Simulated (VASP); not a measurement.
A hop in MgO (rock salt): Zn into a Mg vacancy, in a supercell of 63 atoms with charge -2. Nudged elastic band with 3 images between relaxed ends, without a climbing image, so the barrier is a lower bound. Calculation: PBE GGA, VASP's PBE PAW potentials (set 64) (plane waves; VASP). Numerical set-up: PREC = Normal, LREAL = Auto, ISYM = 0, NELECT = 266.0, 400 eV cut-off, 1×1×1 Γ-centred mesh, Gaussian smearing of 0.050 eV, potentials Mg O Zn.

The cell is charged, with a uniform compensating background. The supercell is sampled at Γ alone, which is coarse: total energies, pressure and levels can be off, energies of defects by several tenths of an eV.

First end (POSCAR):

```
Mg30ZnO32
1.0
     8.486959    0.000000    0.000000
     0.000000    8.486959    0.000000
     0.000000    0.000000    8.486959
Mg O Zn
30 32 1
Direct
     0.500349    0.000006    0.000437
     0.748405    0.251339    0.000317
     0.748157    0.999984    0.251699
     0.000097    0.999732    0.000088
     0.252046    0.251355    0.000222
     0.500154    0.499328    0.999679
     0.748303    0.747789    0.000116
     0.252111    0.999876    0.251683
     0.744021    0.499569    0.256912
     0.500108    0.999304    0.500030
     0.743816    0.256498    0.500062
     0.748497    0.999799    0.748357
     0.000291    0.499744    0.000190
     0.252165    0.748191    0.000373
     0.000308    0.251372    0.251839
     0.256432    0.499602    0.257011
     0.500184    0.743485    0.257496
     0.000160    0.999633    0.499968
     0.256542    0.256612    0.500257
     0.743202    0.742766    0.500143
     0.251985    0.000032    0.748358
     0.500128    0.256987    0.744148
     0.743171    0.499775    0.743003
     0.000072    0.748161    0.251820
     0.000160    0.499713    0.500290
     0.256863    0.742715    0.500278
     0.000200    0.251611    0.748556
     0.257095    0.499977    0.743258
     0.500200    0.743203    0.743443
     0.000174    0.748128    0.748496
     0.754788    0.249482    0.249872
     0.000197    0.500243    0.247401
     0.000134    0.246926    0.500688
     0.245670    0.249551    0.249958
     0.500185    0.502566    0.234456
     0.750197    0.749580    0.250186
     0.000131    0.999099    0.248766
     0.500190    0.233924    0.503213
     0.765531    0.499555    0.499781
     0.000190    0.752448    0.500243
     0.750481    0.249844    0.750020
     0.000183    0.500083    0.753037
     0.000405    0.248484    0.999617
     0.249958    0.749626    0.250225
     0.500122    0.995648    0.247315
     0.234887    0.499502    0.499895
     0.500068    0.764802    0.500576
     0.752731    0.000005    0.499907
     0.249904    0.249994    0.749938
     0.500177    0.500120    0.765204
     0.750375    0.749903    0.750218
     0.000329    0.999645    0.751320
     0.500152    0.246895    0.996073
     0.752793    0.499313    0.000457
     0.000170    0.750896    0.999970
     0.247572    0.000121    0.499876
     0.249969    0.749954    0.750349
     0.500258    0.999518    0.752728
     0.247770    0.499482    0.000484
     0.500264    0.752339    0.999855
     0.751255    0.999831    0.000261
     0.249216    0.999966    0.000258
     0.500002    0.260625    0.260923
```

Last end:

```
Mg30ZnO32
1.0
     8.486959    0.000000    0.000000
     0.000000    8.486959    0.000000
     0.000000    0.000000    8.486959
Mg O Zn
30 32 1
Direct
     0.500328    0.006586    0.007163
     0.743459    0.249670    0.007085
     0.743220    1.006658    0.250019
     0.000320    1.001546    0.001838
     0.257337    0.249827    0.007487
     0.500265    0.492562    1.006279
     0.748440    0.749593    0.001849
     0.257019    1.006741    0.250203
     0.743732    0.492719    0.250244
     0.500049    1.005917    0.492917
     0.743652    0.249861    0.493220
     0.748417    1.001646    0.749991
     0.000254    0.497909    0.001983
     0.252092    0.749812    0.002122
     0.000184    0.249638    0.250074
     0.256488    0.492896    0.250405
     0.500092    0.750054    0.250553
     0.000127    1.001618    0.498229
     0.256507    0.250024    0.493517
     0.748180    0.749663    0.498482
     0.252087    0.001831    0.750171
     0.500234    0.250129    0.750717
     0.748341    0.498168    0.749964
     0.000061    0.749689    0.250251
     0.000046    0.497980    0.498408
     0.251906    0.749729    0.498729
     0.000288    0.250003    0.750165
     0.252099    0.498368    0.750239
     0.500271    0.749816    0.750086
     0.000263    0.749908    0.750094
     0.765544    0.249804    0.250291
     0.000062    0.502766    0.249779
     0.000063    0.249327    0.503187
     0.234797    0.250091    0.250526
     0.500122    0.515250    0.247310
     0.752670    0.749402    0.250427
     0.000198    0.996700    0.249859
     0.500097    0.246864    0.515938
     0.754662    0.500010    0.500282
     0.000132    0.750418    0.501237
     0.752894    0.250108    0.749806
     0.000143    0.501088    0.750874
     0.000324    0.249573    0.997207
     0.247464    0.749449    0.250590
     0.500038    0.984545    0.249845
     0.245543    0.500067    0.500552
     0.500074    0.753811    0.503350
     0.750332   -0.000030    0.500101
     0.247561    0.250270    0.749919
     0.500220    0.502883    0.754204
     0.751241    0.749756    0.750024
     0.000362    0.998758    0.750229
     0.500330    0.249508    0.985220
     0.750549    0.499565    0.000268
     0.000261    0.749914    0.998964
     0.249885    0.000057    0.500222
     0.249200    0.749879    0.750234
     0.500264    0.997118    0.750549
     0.250040    0.499799    0.000508
     0.500263    0.750100    0.997437
     0.750399    0.999553    0.000041
     0.250148    0.999841    0.000248
     0.500008    0.489445    0.489882
```

Problem. Predict the energy profile and the barrier.

Solution. 
| image | path length (Å) | E − E(first end) (eV) |
|---|---|---|
| 0 | 0.00 | 0.000 |
| 1 | 0.75 | 0.576 |
| 2 | 1.51 | 1.138 |
| 3 | 2.26 | 0.566 |
| 4 | 3.02 | -0.005 |
The highest image is number 2 (counting the first end as 0), 1.51 Å along the path. The barrier is 1.14 eV forward and 1.14 eV back; the ends differ by 0.00 eV.

The cell is a supercell with a defect, built from MgO (rock salt): Zn into a Mg vacancy, charge -2. The run is not spin-polarised, so no state with unpaired spins was tried.
